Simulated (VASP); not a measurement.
Here is a VASP 6.6.1 calculation.

File INCAR:

```
SYSTEM = LiH16ClO8
PREC = Accurate
ENCUT = 520
EDIFF = 1E-7
ISMEAR = -1
SIGMA = 0.05
LREAL = Auto
LASPH = .TRUE.
NELM = 100
ALGO = Fast
ISIF = 2
LWAVE = .FALSE.
LCHARG = .TRUE.
GGA = PE
IVDW = 12
LELF = .TRUE.
LVHAR = .TRUE.
NBANDS = 56
```

Contents of KPOINTS:

```
Automatic mesh
0
G
  1 1 1
  0 0 0
```

POSCAR

```
LiH16ClO8
1.0
    6.5731380000      0.0000000000      0.0000000000
    0.0000000000      6.5731380000      0.0000000000
    0.0000000000      0.0000000000      6.5731380000
O H Li Cl
8 16 1 1
Direct
    0.8537322661      0.9850546269      0.4720576382
    0.0807224799      0.0986439049      0.7924525546
    0.4817790224      0.0508889362     -0.0473289926
    0.7520608878      0.5816247886      0.0589824829
    0.5655137622      0.2640291441      0.5974163330
    0.4658809841      0.8144663934      0.3031124556
    0.2944255849      0.6619669327      0.8010785716
    0.8868519115      0.4884120796      0.7065879341
    0.7482118891      0.9040430917      0.3975574528
    0.9271522977      1.0490575430      0.3651528387
    0.0092954081      0.2325069092      0.7819552853
   -0.0096301036      0.0021603076      0.7278715280
    0.5382665022      0.1513432397     -0.1271234531
    0.3391074400      0.0469030165     -0.0737090869
    0.8102674856      0.5192040697      0.1831849567
    0.8265458598      0.5312835361     -0.0537490617
    0.4609518315      0.2807791347      0.4991831907
    0.6750809126      0.1829871821      0.5475162700
    0.3458469912      0.7336526329      0.3181889685
    0.4211078483      0.9525283054      0.2739178761
    0.2545511748      0.5260044746      0.8287518077
    0.2960990626      0.6598218385      0.6550600337
    0.9730360142      0.5122515304      0.5831004917
    0.7575681509      0.4506066965      0.6504047230
    0.5187476666      0.7680349933      0.9817837386
    0.1667088079      0.4473358083      0.3535906290
```

Potentials or basis: VASP PAW PBE potentials, release 64 (O, H, Li_sv, Cl).

The run is started by

```bash
$ cat potpaw_PBE.64/O/POTCAR potpaw_PBE.64/H/POTCAR potpaw_PBE.64/Li_sv/POTCAR potpaw_PBE.64/Cl/POTCAR > POTCAR
$ mpirun -np 1 vasp_gam > vasp.out
```

**Question.** What does it give for the largest force?

**Answer.** 3.594 eV/Å.

**Question.** What does it give for the dispersion energy per atom?

**Answer.** -0.042 eV.

Forces in eV/Å, atoms in the order of the input:
```
O   -1.701 -1.081 -0.106
O    0.144  0.968  0.734
O    0.160 -2.434  2.640
O   -1.166  0.490  2.264
O    0.059  1.097  1.777
O    1.212  1.007 -0.365
O    0.674  0.952  0.560
O    1.186  0.342 -0.065
H    0.506  0.182  0.633
H    0.972  0.708 -0.814
H    0.325 -0.638 -0.119
H   -0.091 -0.203 -0.313
H    0.977  2.227 -2.091
H   -1.611  0.458 -0.751
H   -0.156  0.459 -0.680
H    1.178 -0.457 -1.481
H   -1.164  0.219 -1.047
H    0.914 -1.197 -0.830
H   -1.235 -1.164  0.307
H   -0.081  0.147  0.006
H   -0.449 -1.228  0.615
H    0.084  0.266 -0.943
H    0.131 -0.145  0.305
H   -1.287 -0.528 -0.328
Li   0.348 -0.502  0.269
Cl   0.072  0.056 -0.178
```
